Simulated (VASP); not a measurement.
YTl (space group Pm-3m): computed properties

All values below come from PBEsol GGA, VASP's PBE PAW potentials (set 64) (plane waves; VASP).

- space group = Pm-3m (221)
- cell = a = b = c = 3.7354 Å, α = β = γ = 90.00°
- volume per atom = 26.06 Å^3/atom
- band gap (over mesh and band path) = none (metal, semimetal or under 0.01 eV)
- band gap with spin-orbit coupling = none (metallic)
- density = 9.34 g/cm³

```
TlY
1.0
    3.73535     0.00000     0.00000
    0.00000     3.73535     0.00000
    0.00000     0.00000     3.73535
Y Tl
1 1
Cartesian
  1.86768   1.86768   1.86768
  0.00000   0.00000   0.00000
```

Unless said otherwise, spin-orbit coupling is left out, though it shifts the bands of the heavy elements here.

The structure comes from a measured YTl entry (Pm-3m) of the Crystallography Open Database, whose conditions weren't checked. It was relaxed first. Symmetry was kept, so distortions that lower it aren't found.
